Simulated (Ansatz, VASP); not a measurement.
## One calculation of Ga2PN, two programs

```
CELL_PARAMETERS angstrom
3.35209 0.00000 0.00000
0.00000 3.35209 0.00000
0.00000 0.00000 4.73268
ATOMIC_POSITIONS crystal
N 0.00000 0.00000 0.00000
Ga 0.00000 0.00000 0.50000
Ga 0.50000 0.50000 0.00000
P 0.50000 0.50000 0.50000
```

The cell was built by a generator and needn't be a form met in nature.

Alike in both runs: task single point; functional PBE; k mesh 6 × 6 × 4; occupations fermi-dirac, width 0.02 eV; no spin polarisation.

|  | VASP | Ansatz |
| --- | --- | --- |
| version | VASP 6.6.1 | Ansatz 0.2.0 |
| potentials or method | VASP PAW PBE potentials, release 64 (N, Ga_d, P) | plane waves, PAW |
| plane-wave cutoff (eV) | 520 | 420 |
| valence electrons in the cell | 36 | 36 |

VASP gave:

| Item | Value |
| --- | --- |
| pressure (GPa) | 4.6 |
| largest component of the traceless stress (GPa) | 1.81 |

**Question.** What did Ansatz give for the same quantities?

**Answer.** Pressure (GPa): 4.5; largest component of the traceless stress (GPa): 1.80.
